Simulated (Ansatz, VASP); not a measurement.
# Hf2Cl: VASP beside Ansatz

File INCAR:

```
SYSTEM = Hf2Cl
  PREC = Accurate
  ENCUT = 520
  EDIFF = 1E-7
  ISMEAR = 0
  SIGMA = 0.1
  LREAL = .False.
  LASPH = .True.
  NELM = 100
  ALGO = Normal
  ISIF = 2
  LWAVE = .False.
  LCHARG = .False.
  GGA = PE
  NBANDS = 36
```

KPOINTS

```
regular mesh
0
Gamma
  4 4 4
  0 0 0
```

POSCAR

```
Hf2Cl
1.0
    0.0000000000      4.4562439800      4.4562439800
    4.4562439800      0.0000000000      4.4562439800
    4.4562439800      4.4562439800      0.0000000000
Hf Cl
4 2
Direct
    0.1250000000      0.1250000000      0.1250000000
    0.6250000000      0.1250000000      0.1250000000
    0.1250000000      0.1250000000      0.6250000000
    0.1250000000      0.6250000000      0.1250000000
    0.5000000000      0.5000000000      0.5000000000
    0.7500000000      0.7500000000      0.7500000000
```

Input for Ansatz:

```yaml
crystal:
  lattice:
    - [0.0, 4.45624398, 4.45624398]
    - [4.45624398, 0.0, 4.45624398]
    - [4.45624398, 4.45624398, 0.0]
  atoms:
    - { symbol: Hf, position: [0.125, 0.125, 0.125] }
    - { symbol: Hf, position: [0.625, 0.125, 0.125] }
    - { symbol: Hf, position: [0.125, 0.125, 0.625] }
    - { symbol: Hf, position: [0.125, 0.625, 0.125] }
    - { symbol: Cl, position: [0.5, 0.5, 0.5] }
    - { symbol: Cl, position: [0.75, 0.75, 0.75] }
basis:
  ecutwfc: 420
kpoints:
  mp_grid: { grid: [4, 4, 4] }
hamiltonian:
  xc: pbe
scf:
  occupations: { method: gaussian, width: 0.1 }
  lower_state_search: "off"
output:
  forces: true
  stress: true
  eigenvalues: true
```

Change from the starting cell: species swapped into the NdMg2 type (Fd-3m, No. 227).

Alike in both runs: task single point; functional PBE; k mesh 4 × 4 × 4; occupations gaussian, width 0.1 eV; no spin polarisation.

|  | VASP | Ansatz |
| --- | --- | --- |
| version | VASP 6.6.1 | Ansatz 0.2.0 |
| potentials or method | VASP PAW PBE potentials, release 64 (Hf_pv, Cl) | scalar-relativistic, plane waves, PAW |
| plane-wave cutoff (eV) | 520 | 420 |
| valence electrons in the cell | 54 | 118 |

Ansatz gave:

```
gap on the k mesh at the Fermi level (eV) : none
pressure (GPa)                            : -6.8
```

Task: Estimate VASP's values.

Result: gap on the k mesh at the Fermi level (eV): none; pressure (GPa): -7.0.

A gap of «none» marks a metal or a gap that the smearing closes. With one functional, cell and mesh, what is left measures potentials, basis and numerics. The two sets of potentials don't hold the same shells in valence.

The runs have no spin-orbit coupling, so splittings on Hf are missing.
